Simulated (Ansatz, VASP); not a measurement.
# Cross-check of LaPb3 between VASP and Ansatz, part 2 of 2

One calculation is typed for both programs; each brings its own data sets. How far apart do they land? The cell is taken from a series of runs on this material, whose earlier steps may have relaxed, scaled, displaced or heated it; both programs get it as it stands.

VASP 6.6.1 and Ansatz 0.2.0.

So far: The starting structure; Ansatz: relaxation of cell and atoms, PBEsol.

### Step 3. VASP: relaxation of cell and atoms, PBEsol

Level of this step: PBEsol; plane waves and PAW (La, Pb_d) (VASP).

The same cell, functional, mesh and smearing now go to VASP, with its own data sets.

Lines of VASP's logs that name or quote its potential files are left out, and so is its time.

INCAR reads:

```
SYSTEM = LaPb3
PREC = Accurate
ENCUT = 500
EDIFF = 1E-07
NELM = 200
ISMEAR = 0
SIGMA = 0.1
LREAL = .FALSE.
ALGO = Normal
GGA = PS
NBANDS = 32
LASPH = .TRUE.
LORBIT = 11
LWAVE = .FALSE.
LCHARG = .FALSE.
ISIF = 3
IBRION = 2
NSW = 80
EDIFFG = -0.005
GGA_COMPAT = .FALSE.
NELMIN = 4
LMAXMIX = 6
```

POSCAR reads:

```
LaPb3
1.0
    4.8930000000      0.0000000000      0.0000000000
    0.0000000000      4.8930000000      0.0000000000
    0.0000000000      0.0000000000      4.8930000000
La Pb
1 3
Direct
    0.0000000000      0.0000000000      0.0000000000
    0.0000000000      0.5000000000      0.5000000000
    0.5000000000      0.0000000000      0.5000000000
    0.5000000000      0.5000000000      0.0000000000
```

KPOINTS reads:

```
Automatic mesh
0
Gamma
6 6 6
0 0 0
```

The projector-augmented-wave data sets are La and Pb_d (PBE family, release 64).

The run is started by

```sh
$ mpirun -np 1 vasp_std
```

Numbers of over 12 decimals in the logs are rounded to 6 here.

What it wrote:

```text
[banner, memory and clock lines left out]
running    1 mpi-ranks, on    1 nodes
 distrk:  each k-point on    1 cores,    1 groups
 distr:  one band on    1 cores,    1 groups

 POSCAR found type information on POSCAR LaPb
 POSCAR found :  2 types and       4 ions
|                                                                             |
|               ----> ADVICE to this user running VASP <----                  |
|                                                                             |
|     You enforced a specific xc type in the INCAR file but a different       |
|     [... a line on the potential file left out ...]
|     I HOPE YOU KNOW WHAT YOU ARE DOING!                                     |
|                                                                             |

 LDA part: xc-table for (Slater+PW92), standard interpolation
 POSCAR, INCAR and KPOINTS ok, starting setup
 FFT: planning ... GRIDC
 FFT: planning ... GRID_SOFT
 FFT: planning ... GRID
 WAVECAR not read
 entering main loop
       N       E                     dE             d eps       ncg     rms          rms(c)
DAV:   1     0.632511549890E+03    0.63251E+03   -0.22716E+04  1280   0.227E+03
DAV:   2     0.899545705042E+02   -0.54256E+03   -0.53154E+03  1280   0.469E+02
DAV:   3    -0.117710571585E+02   -0.10173E+03   -0.10074E+03  1688   0.246E+02
DAV:   4    -0.192610997228E+02   -0.74900E+01   -0.70607E+01  2088   0.724E+01
DAV:   5    -0.196446658505E+02   -0.38357E+00   -0.38330E+00  2336   0.124E+01    0.315E+00
DAV:   6    -0.193210820601E+02    0.32358E+00   -0.24093E+00  2064   0.140E+01    0.175E+00
DAV:   7    -0.192932189134E+02    0.27863E-01   -0.15923E-01  2072   0.356E+00    0.970E-01
DAV:   8    -0.192815106508E+02    0.11708E-01   -0.61315E-02  1944   0.174E+00    0.178E-01
DAV:   9    -0.192812081128E+02    0.30254E-03   -0.96725E-03  2280   0.120E+00    0.105E-01
DAV:  10    -0.192817359952E+02   -0.52788E-03   -0.32050E-03  1920   0.455E-01    0.501E-02
DAV:  11    -0.192817394236E+02   -0.34283E-05   -0.73394E-04  2424   0.238E-01    0.386E-02
DAV:  12    -0.192817889763E+02   -0.49553E-04   -0.13107E-04  1832   0.653E-02    0.298E-02
DAV:  13    -0.192818415145E+02   -0.52538E-04   -0.43327E-04  2336   0.868E-02    0.932E-03
DAV:  14    -0.192818444239E+02   -0.29094E-05   -0.63076E-05  2424   0.456E-02    0.326E-03
DAV:  15    -0.192818446695E+02   -0.24558E-06   -0.42184E-06  1896   0.115E-02    0.216E-03
DAV:  16    -0.192818442650E+02    0.40451E-06   -0.60689E-06  1888   0.163E-02    0.241E-03
DAV:  17    -0.192818445559E+02   -0.29093E-06   -0.15598E-06  1664   0.960E-03    0.377E-04
DAV:  18    -0.192818445203E+02    0.35593E-07   -0.12230E-07  1480   0.282E-03
   1 F= -.19281845E+02 E0= -.19277275E+02  d E =-.192818E+02
 curvature:   0.00 expect dE= 0.000E+00 dE for cont linesearch  0.000E+00
 trial: gam= 0.00000 g(F)=  0.000E+00 g(S)=  0.421E-02 ort = 0.000E+00 (trialstep = 0.100E+01)
 search vector abs. value=  0.421E-02
 bond charge predicted
       N       E                     dE             d eps       ncg     rms          rms(c)
DAV:   1    -0.193665306298E+02   -0.84686E-01   -0.28584E+00  1568   0.244E+01    0.150E+00
DAV:   2    -0.192951958341E+02    0.71335E-01   -0.19132E-01  1640   0.811E+00    0.578E-01
DAV:   3    -0.192827705086E+02    0.12425E-01   -0.73971E-02  1744   0.392E+00    0.675E-02
DAV:   4    -0.192829740790E+02   -0.20357E-03   -0.49635E-03  2088   0.837E-01    0.392E-02
DAV:   5    -0.192829848477E+02   -0.10769E-04   -0.50793E-04  2072   0.189E-01    0.159E-02
DAV:   6    -0.192829995671E+02   -0.14719E-04   -0.81614E-05  2096   0.783E-02    0.969E-03
DAV:   7    -0.192830134452E+02   -0.13878E-04   -0.38202E-05  2288   0.481E-02    0.973E-03
DAV:   8    -0.192830105807E+02    0.28645E-05   -0.17595E-05  2120   0.345E-02    0.256E-03
DAV:   9    -0.192830104629E+02    0.11781E-06   -0.13846E-06  1888   0.156E-02    0.179E-03
DAV:  10    -0.192830104347E+02    0.28196E-07   -0.94198E-07  1552   0.615E-03
   2 F= -.19283010E+02 E0= -.19278743E+02  d E =-.116591E-02
 trial-energy change:   -0.001166  1 .order   -0.001126   -0.004205    0.001952
 step:   0.6912(harm=  0.6829)  dis= 0.00000  next Energy=   -19.283311 (dE=-0.147E-02)
 bond charge predicted
       N       E                     dE             d eps       ncg     rms          rms(c)
DAV:   1    -0.192912095719E+02   -0.81991E-02   -0.27571E-01  1544   0.771E+00    0.460E-01
DAV:   2    -0.192845334945E+02    0.66761E-02   -0.18667E-02  1696   0.253E+00    0.179E-01
DAV:   3    -0.192833062592E+02    0.12272E-02   -0.67516E-03  1688   0.124E+00    0.213E-02
DAV:   4    -0.192833166583E+02   -0.10399E-04   -0.46765E-04  2064   0.272E-01    0.114E-02
DAV:   5    -0.192833089451E+02    0.77133E-05   -0.55521E-05  2168   0.612E-02    0.498E-03
DAV:   6    -0.192833073569E+02    0.15882E-05   -0.91843E-06  2080   0.279E-02    0.339E-03
DAV:   7    -0.192833065212E+02    0.83570E-06   -0.43479E-06  2224   0.163E-02    0.343E-03
DAV:   8    -0.192833064063E+02    0.11488E-06   -0.47909E-06  1984   0.191E-02    0.162E-03
DAV:   9    -0.192833066364E+02   -0.23006E-06   -0.28684E-07  1248   0.661E-03    0.132E-03
DAV:  10    -0.192833066206E+02    0.15752E-07   -0.13746E-07  1112   0.398E-03
   3 F= -.19283307E+02 E0= -.19278949E+02  d E =-.146210E-02
 curvature:  -0.34 expect dE=-0.472E-07 dE for cont linesearch -0.472E-07
 trial: gam=-0.00570 g(F)=  0.787E-64 g(S)=  0.138E-06 ort = 0.241E-04 (trialstep = 0.938E+00)
 search vector abs. value=  0.105E-09
 reached required accuracy - stopping structural energy minimisation
```

OUTCAR, selected parts (step 3):

```text
ion  position               nearest neighbor table
   1  0.000  0.000  0.000-   2 3.46   3 3.46   4 3.46   2 3.46   3 3.46   2 3.46   4 3.46   2 3.46
                             3 3.46   4 3.46   3 3.46   4 3.46
   2  0.000  0.500  0.500-   1 3.46   3 3.46   4 3.46   1 3.46   4 3.46   1 3.46   3 3.46   1 3.46
                             3 3.46   4 3.46   4 3.46   3 3.46
   3  0.500  0.000  0.500-   1 3.46   2 3.46   4 3.46   1 3.46   4 3.46   2 3.46   4 3.46   4 3.46
                             1 3.46   2 3.46   1 3.46   2 3.46
   4  0.500  0.500  0.000-   1 3.46   2 3.46   3 3.46   2 3.46   3 3.46   1 3.46   3 3.46   3 3.46
                             1 3.46   2 3.46   2 3.46   1 3.46

  LATTYP: Found a simple cubic cell.
 ALAT       =     4.8930000000

 Subroutine GETGRP returns: Found 48 space group operations
 (whereof 48 operations were pure point group operations)

The static configuration has the point symmetry O_h .

 Found     20 irreducible k-points:

   k-points           NKPTS =     20   k-points in BZ     NKDIM =     20   number of bands    NBANDS=     32

   dimension x,y,z NGX =    36 NGY =   36 NGZ =   36
   dimension x,y,z NGXF=    72 NGYF=   72 NGZF=   72

   ENCUT  =  500.0 eV  36.75 Ry    6.06 a.u.   8.92  8.92  8.92*2*pi/ulx,y,z

   NELECT =      53.0000    total number of electrons

 k-points in reciprocal lattice and weights: Automatic mesh
   0.00000000  0.00000000  0.00000000       0.005
   0.16666667  0.00000000  0.00000000       0.028
   0.33333333  0.00000000  0.00000000       0.028
   0.50000000  0.00000000  0.00000000       0.014
   0.16666667  0.16666667  0.00000000       0.056
   0.33333333  0.16666667  0.00000000       0.111
   0.50000000  0.16666667  0.00000000       0.056
   0.33333333  0.33333333  0.00000000       0.056
   0.50000000  0.33333333  0.00000000       0.056
[...]
0.50000000  0.50000000  0.33333333       0.028
   0.50000000  0.50000000  0.50000000       0.005

 average (electrostatic) potential at core
       1 -95.9210       2 -88.6948       3 -88.6948       4 -88.6948

 E-fermi :   8.4164

 k-point     1 :       0.0000    0.0000    0.0000
  band No.  band energies     occupation
    ...
     21       1.4923      2.00000
     22       1.4923      2.00000
     23       5.9372      2.00000
     24       5.9372      2.00000
     25       5.9372      2.00000
     26       9.2004      0.00000
     27       9.2004      0.00000
     28       9.2004      0.00000
     29       9.9263      0.00000
     30       9.9263      0.00000
    ...

 k-point     2 :       0.1667    0.0000    0.0000
  band No.  band energies     occupation
    ...
     22       1.5573      2.00000
     23       5.9546      2.00000
     24       5.9546      2.00000
     25       6.3263      2.00000
     26       8.1020      1.99999
     27       8.7602      0.00000
     28       8.7602      0.00000
     29      10.0436      0.00000
     30      10.0911      0.00000
     31      10.2150      0.00000
    ...

 k-point     3 :       0.3333    0.0000    0.0000
  band No.  band energies     occupation
    ...
     22       1.7022      2.00000
     23       5.9421      2.00000
     24       5.9421      2.00000
     25       6.9987      2.00000
     26       7.2625      2.00000
     27       8.4677      0.46863
     28       8.4677      0.46863
     29       9.9813      0.00000
     30      10.1159      0.00000
     31      10.2040      0.00000
    ...

  Total       -0.0019547     -0.0019547     -0.0019547      0.0000000      0.0000000     -0.0000000
  in kB       -0.0269638     -0.0269638     -0.0269638      0.0000000      0.0000000     -0.0000000
  external PRESSURE =      -0.0269638 kB  Pullay stress =       0.0000000 kB

  energy-cutoff  :      500.00
  volume of cell :      116.15
      direct lattice vectors                 reciprocal lattice vectors
     4.879095319 -0.000000000 -0.000000000     0.204956029 -0.000000000 -0.000000000
     0.000000000  4.879095319 -0.000000000     0.000000000  0.204956029 -0.000000000
     0.000000000  0.000000000  4.879095319     0.000000000  0.000000000  0.204956029

 POSITION                                       TOTAL-FORCE (eV/Angst)
 -----------------------------------------------------------------------------------
      0.00000      0.00000      0.00000        -0.000000     -0.000000      0.000000
      0.00000      2.43955      2.43955         0.000000      0.000000      0.000000
      2.43955     -0.00000      2.43955        -0.000000      0.000000      0.000000
      2.43955      2.43955     -0.00000        -0.000000     -0.000000      0.000000
 -----------------------------------------------------------------------------------
    total drift:                                0.000000      0.000000      0.000000

  FREE ENERGIE OF THE ION-ELECTRON SYSTEM (eV)
  ---------------------------------------------------
  free  energy   TOTEN  =       -19.2833066206 eV

  energy  without entropy=      -19.2745915718  energy(sigma->0) =      -19.27894910

 reached required accuracy - stopping structural energy minimisation

 total charge
# of ion       s       p       d       f       tot
--------------------------------------------------
    1        2.030   5.599   0.776   0.143   8.548
    2        1.334   0.896   9.802   0.000  12.032
    3        1.334   0.896   9.802   0.000  12.032
    4        1.334   0.896   9.802   0.000  12.032
--------------------------------------------------
tot          6.033   8.287  30.183   0.143  44.645

[... 3 further parts left out ...]
```

CONTCAR:

```
LaPb3
   1.00000000000000
     4.8790953186357173   -0.0000000000000000   -0.0000000000000000
     0.0000000000000000    4.8790953186357173   -0.0000000000000000
     0.0000000000000000    0.0000000000000000    4.8790953186357173
  La              Pb
     1     3
Direct
     0.0000000000000000    0.0000000000000000    0.0000000000000000
     0.0000000000000000    0.5000000000000000    0.5000000000000000
     0.5000000000000000    0.0000000000000000    0.5000000000000000
     0.5000000000000000    0.5000000000000000    0.0000000000000000
```

This run has no spin polarisation. Its electron count is odd, so without a moment it is a metal by construction. The run keeps the 48 symmetry operations of its start, so it cannot find a distortion of lower symmetry.

### Step 4. Side by side

Known differences besides the potentials themselves: the cutoff is 420 eV in Ansatz and 500 eV in VASP; Ansatz makes its cores anew for this functional, VASP keeps those of its PBE data sets; Ansatz adds a Pulay correction to the stress that steers its cell, VASP none. Total energies have different zeros and are not compared.

The two programs side by side:

| quantity | Ansatz | VASP | difference |
| --- | --- | --- | --- |
| volume (Å³) | 116.29 | 116.15 | +0.12 % |
| edge a after relaxation, in the typed setting (Å) | 4.881 | 4.879 | +0.04 % |

### Step 5. Results

| Quantity | Value |
| --- | --- |
| difference in volume (relaxation of cell and atoms, PBEsol) | 0.12 % |

The difference in volume is 0.12 % (relaxation of cell and atoms, PBEsol), within the 1.2 % picked in this series as the mark of a large difference, as far as the stopping tolerances let one tell. How closely two codes agree says nothing of how well the functional describes the real material.

[Lines on the potential files, build, host, timing and source positions are cut from VASP's logs without a mark.]

[Logs are printed without paths, hosts, clocks, repeated set-up lines and the standing remarks that a program may print on its own settings, such as how far it seeks lower states.]

[Hosts, paths, dates, database ids (printed as entryN), source tags and the programs' standing remarks are cut or masked in the printed files.]
